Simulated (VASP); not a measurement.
A run of VASP 6.6.1 is set up as follows.

The input INCAR:

```
SYSTEM = Mg16Au7
PREC = Accurate
ENCUT = 520
EDIFF = 1E-7
ISMEAR = -1
SIGMA = 0.05
LREAL = Auto
LASPH = .TRUE.
NELM = 100
ALGO = Fast
ISIF = 2
LWAVE = .FALSE.
LCHARG = .TRUE.
LELF = .TRUE.
LVHAR = .TRUE.
NBANDS = 72
```

KPOINTS

```
regular mesh
0
G
  2 2 2
  0 0 0
```

The input POSCAR:

```
Mg16Au7
1.0
    6.1351573700      0.0000000000      0.0000000000
    0.0000000000      9.0712827400      0.0000000000
    0.0000000000      0.0000000000      8.2845697200
Mg Au
16 7
Direct
    0.8351670040      0.1229921977      0.0498799592
    0.7986487884      0.3757398041      0.5449426045
    0.3600958976      0.1700104654      0.4768141417
    0.0966306101      0.3757391427      0.8819860593
    0.4326519826      0.0995250645      0.8408137339
    0.0373012437      0.3757411270      0.2508833977
    0.9390301915      0.0854711536      0.6819470644
    0.5221592221      0.3757372687      0.1561628478
    0.8351568983      0.6284799144      0.0498839426
    0.6353540366      0.8757398736      0.5311727885
    0.3600983425      0.5814732217      0.4768123311
    0.1348798328      0.8757393224      0.9727283700
    0.4326472558      0.6519530004      0.8408102334
    0.0694751535      0.8757402043      0.3428593272
    0.9390332884      0.6660134154      0.6819483921
    0.5477409620      0.8757361255      0.1808982302
    0.2582870992      0.1226016245      0.1502776900
    0.4833660852      0.3757387018      0.7466306892
    0.7825269525      0.1245246160      0.3687890987
    0.2582787864      0.6288722514      0.1502760001
    0.2467860087      0.8757428500      0.6505560557
    0.7825311904      0.6269570868      0.3687934441
    0.7259724130      0.8757360153      0.8646334381
```

Potentials or basis: VASP PAW LDA potentials, release 64 (Mg, Au).

The run is started by

```sh
$ cat potpaw_LDA.64/Mg/POTCAR potpaw_LDA.64/Au/POTCAR > POTCAR
$ mpirun -np 1 vasp_std > vasp.out
```

Question: Predict the pressure.

Answer: -3.0 GPa.

Question: Predict the band gap on the k mesh.

Answer: None (metal or under the smearing width).

Question: What does it give for the largest force?

Answer: 0.048 eV/Å.

Forces on the atoms (eV/Å):
```
Mg  -0.001  0.014 -0.010
Mg  -0.016  0.000 -0.001
Mg  -0.001 -0.001 -0.014
Mg  -0.004  0.000  0.007
Mg  -0.007  0.006  0.001
Mg   0.002  0.001 -0.016
Mg   0.003  0.013  0.003
Mg   0.001  0.001  0.023
Mg  -0.001 -0.014 -0.010
Mg   0.003  0.001  0.002
Mg  -0.002  0.001 -0.014
Mg   0.023  0.000 -0.012
Mg  -0.007 -0.005  0.001
Mg   0.006  0.000 -0.007
Mg   0.003 -0.013  0.003
Mg  -0.008  0.000  0.003
Au   0.025 -0.017 -0.007
Au  -0.009 -0.002  0.047
Au   0.001 -0.017 -0.004
Au   0.023  0.018 -0.006
Au  -0.008 -0.001 -0.007
Au   0.002  0.017 -0.003
Au  -0.028 -0.002  0.020
```

Caveat: the k mesh is coarse (spacing up to 0.51 Å⁻¹), so the values aren't converged. Spin-orbit coupling is left out, which matters for the levels of Au.
